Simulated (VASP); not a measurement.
A VASP calculation is set up with these files.

KPOINTS:
```
Automatic mesh
0
Gamma
12 12 12
0 0 0
```

### INCAR
```
SYSTEM = Cl
PREC = Accurate; ENCUT = 400; LREAL = .FALSE.
LASPH = .TRUE.
EDIFF = 1E-6; NELM = 100; ALGO = Normal
ISMEAR = 1; SIGMA = 0.1
GGA = PS
IBRION = 2; NSW = 60; ISIF = 3
EDIFFG = -0.01
LWAVE = .FALSE.; LCHARG = .FALSE.
```

**POSCAR**
```
Cl
1
    2.7847756169     0.0000000000     0.0000000000
   -0.0000000000     2.7847756169     0.0000000000
    0.0000000000    -0.0000000000     2.7847756169
Cl
1
Direct
  0.0000000000   0.0000000000   0.0000000000
```

POTCAR, in this order: Cl (PBE.64 set). Program: vasp_std.

### Question
Write an equivalent input for Ansatz.

### Answer
One equivalent input (not run):
Ansatz 0.2 input:
```yaml
crystal:
  lattice:
    - [2.7847756, 0.0000000, 0.0000000]
    - [0.0000000, 2.7847756, 0.0000000]
    - [0.0000000, 0.0000000, 2.7847756]
  atoms:
    - { symbol: Cl, position: [0.0000000, 0.0000000, 0.0000000] }
kpoints:
  mp_grid: { grid: [12, 12, 12] }
hamiltonian:
  xc: pbesol
  pseudopotentials: { kind: paw }
scf:
  occupations: { method: methfessel_paxton, width: 0.1 }
  max_iter: 100
relax:
  max_steps: 60
  f_tol: 0.01
  cell: {}
output: { forces: true, stress: true, eigenvalues: true }
```
Limits of the translation: each code has its own PAW files, so the cut-off isn't converted (ENCUT is set for VASP's; basis.ecutwfc is left out, and Ansatz then takes the one that its files recommend); Ansatz stops its SCF on the density residual and VASP on the energy change (EDIFF).

The structure was generated: Cl was put into the simple-cubic type (Pm-3m), which need not be its known phase. This run relaxes it. Symmetry was kept, so distortions that lower it aren't found. The start is the result of an earlier pass.
